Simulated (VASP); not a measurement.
A cell of FeAl (CsCl type) near equilibrium:

```yaml
crystal:
  lattice:
    - [2.83983, 0.00000, 0.00000]
    - [0.00000, 2.83983, 0.00000]
    - [0.00000, 0.00000, 2.83983]
  atoms:
    - { symbol: Al, position: [0.50000, 0.50000, 0.50000] }
    - { symbol: Fe, position: [0.00000, 0.00000, 0.00000] }
```

The numbers are results of PBEsol GGA, VASP's PBE PAW potentials (set 64) (plane waves; VASP), not measurements.

| run | ΔE (meV/atom) | σxx | σyy | σzz | largest shear component, with its sign (GPa) | largest force (eV/Å) |
|---|---|---|---|---|---|---|
| as it is | 0.0 | 0.12 | 0.12 | 0.12 | 0.00 | 0.000 |
| after one change | 12.4 | 0.76 | 0.26 | 0.76 | 0.00 | 0.662 |
Stress is in GPa, positive when the cell is compressed.

What was changed between the two runs?
(A) isotropic strain of +2.0 %
(B) atom 1 (Al) moved by 0.050 Å along z
(C) atom 1 (Al) moved by -0.075 Å along y
(D) isotropic strain of +1.5 %

C, atom 1 (Al) moved by -0.075 Å along y

The compound is FeAl in the CsCl type structure. The run is not spin-polarised, so no magnetic state was tried. The electron count is odd and the run is not spin-polarised, which forces a metal.
